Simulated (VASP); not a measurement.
Computed with PBE GGA, VASP's PBE PAW potentials (set 64) (plane waves; VASP).

VASP ran on this input.

### INCAR
```
SYSTEM=V
PREC=Accurate; ENCUT=520; LREAL=.FALSE.
LASPH=.TRUE.
EDIFF=1E-6; NELM=100; ALGO=Normal
LMAXMIX=4
ISMEAR=1; SIGMA=0.1
GGA=PE
IBRION=2; NSW=60; ISIF=3
EDIFFG=-0.01
LWAVE=.FALSE.; LCHARG=.FALSE.
```

File KPOINTS:
```
K-points
0
gamma
15 15 15
```

POSCAR:
```
V
1.0
 -1.5150000000   1.5150000000   1.5150000000
  1.5150000000  -1.5150000000   1.5150000000
  1.5150000000   1.5150000000  -1.5150000000
V
1
Cartesian
  0.0000000000   0.0000000000   0.0000000000
```

POTCAR, in this order: V_sv (PBE.64 set). Program: vasp_std.

The resulting files:

OSZICAR:
```
       N       E                     dE             d eps       ncg     rms          rms(c)
DAV:   1     0.868831164889E+02    0.86883E+02   -0.73993E+03  2408   0.142E+03
DAV:   2    -0.894155385632E+01   -0.95825E+02   -0.94123E+02  2476   0.370E+02
DAV:   3    -0.104264839845E+02   -0.14849E+01   -0.14300E+01  2508   0.542E+01
DAV:   4    -0.104375980969E+02   -0.11114E-01   -0.11112E-01  2476   0.473E+00
DAV:   5    -0.104377095490E+02   -0.11145E-03   -0.11145E-03  2502   0.495E-01    0.175E+01
DAV:   6    -0.901114158518E+01    0.14266E+01   -0.60581E+00  2410   0.365E+01    0.141E+00
DAV:   7    -0.899458807642E+01    0.16554E-01   -0.23472E-02  2414   0.268E+00    0.897E-01
DAV:   8    -0.898626648579E+01    0.83216E-02   -0.64526E-03  2436   0.133E+00    0.489E-02
DAV:   9    -0.898630713726E+01   -0.40651E-04   -0.64098E-05  2410   0.133E-01    0.270E-02
DAV:  10    -0.898630983110E+01   -0.26938E-05   -0.60933E-06  2432   0.302E-02    0.163E-03
DAV:  11    -0.898631059454E+01   -0.76344E-06   -0.13408E-07  1210   0.575E-03
   1 F= -.89863106E+01 E0= -.89865709E+01  d E =-.898631E+01
       N       E                     dE             d eps       ncg     rms          rms(c)
DAV:   1    -0.102141434749E+02   -0.12278E+01   -0.25266E+01  2400   0.869E+01    0.130E+01
DAV:   2    -0.900055999561E+01    0.12136E+01   -0.49279E+00  2406   0.344E+01    0.275E+00
DAV:   3    -0.898740340343E+01    0.13157E-01   -0.19364E-02  2400   0.210E+00    0.171E+00
DAV:   4    -0.898171381780E+01    0.56896E-02   -0.11266E-02  2404   0.147E+00    0.580E-02
DAV:   5    -0.898178112232E+01   -0.67305E-04   -0.11342E-04  2454   0.144E-01    0.541E-02
DAV:   6    -0.898176126020E+01    0.19862E-04   -0.52777E-06  2298   0.267E-02    0.257E-03
DAV:   7    -0.898176214852E+01   -0.88832E-06   -0.10544E-07  1200   0.480E-03
   2 F= -.89817621E+01 E0= -.89821406E+01  d E =0.454845E-02
       N       E                     dE             d eps       ncg     rms          rms(c)
DAV:   1    -0.937507456965E+01   -0.39331E+00   -0.80141E+00  2400   0.511E+01    0.644E+00
DAV:   2    -0.900089664119E+01    0.37418E+00   -0.18145E+00  2404   0.193E+01    0.125E+00
DAV:   3    -0.899657121528E+01    0.43254E-02   -0.71678E-03  2400   0.134E+00    0.649E-01
DAV:   4    -0.899487276062E+01    0.16985E-02   -0.39321E-03  2402   0.901E-01    0.638E-02
DAV:   5    -0.899488817042E+01   -0.15410E-04   -0.10758E-04  2436   0.152E-01    0.166E-02
DAV:   6    -0.899488597855E+01    0.21919E-05   -0.13153E-05  2402   0.517E-02    0.129E-03
DAV:   7    -0.899488574324E+01    0.23531E-06   -0.45760E-08  1200   0.308E-03
   3 F= -.89948857E+01 E0= -.89952959E+01  d E =-.857515E-02
```

OUTCAR:
```
------------------------ aborting loop because EDIFF is reached ----------------------------------------
  FORCE on cell =-STRESS in cart. coord.  units (eV):
  Direction    XX          YY          ZZ          XY          YZ          ZX
  --------------------------------------------------------------------------------------
  Total       -0.0046067     -0.0046067     -0.0046067     -0.0000000      0.0000000     -0.0000000
  in kB       -0.5485962     -0.5485962     -0.5485962     -0.0000000      0.0000000     -0.0000000
  external PRESSURE =      -0.5485962 kB  Pullay stress =       0.0000000 kB
  volume of cell :       13.45
      direct lattice vectors                 reciprocal lattice vectors
    -1.498286047  1.498286047  1.498286047     0.000000000  0.333714647  0.333714647
     1.498286047 -1.498286047  1.498286047     0.333714647  0.000000000  0.333714647
     1.498286047  1.498286047 -1.498286047     0.333714647  0.333714647  0.000000000
 POSITION                                       TOTAL-FORCE (eV/Angst)
 -----------------------------------------------------------------------------------
      0.00000     -0.00000      0.00000         0.000000     -0.000000     -0.000000
 -----------------------------------------------------------------------------------
    total drift:                                0.000000     -0.000000      0.000000
  FREE ENERGIE OF THE ION-ELECTRON SYSTEM (eV)
  ---------------------------------------------------
  free  energy   TOTEN  =        -8.9948857432 eV

  energy  without entropy=       -8.9961161796  energy(sigma->0) =       -8.99529589

 reached required accuracy - stopping structural energy minimisation
```
(Selected blocks of OUTCAR.)

**CONTCAR**
```
V
   1.00000000000000
    -1.4982860472102126    1.4982860472102126    1.4982860472102126
     1.4982860472102126   -1.4982860472102126    1.4982860472102126
     1.4982860472102126    1.4982860472102126   -1.4982860472102126
  V
     1
Direct
     0.0000000000000000    0.0000000000000000    0.0000000000000000
```

Energy and stress use the plane-wave basis of the starting cell.

The compound is V in the bcc structure. This run relaxes it. Symmetry was kept, so distortions that lower it aren't found. The run is not spin-polarised, so no magnetic state was tried.
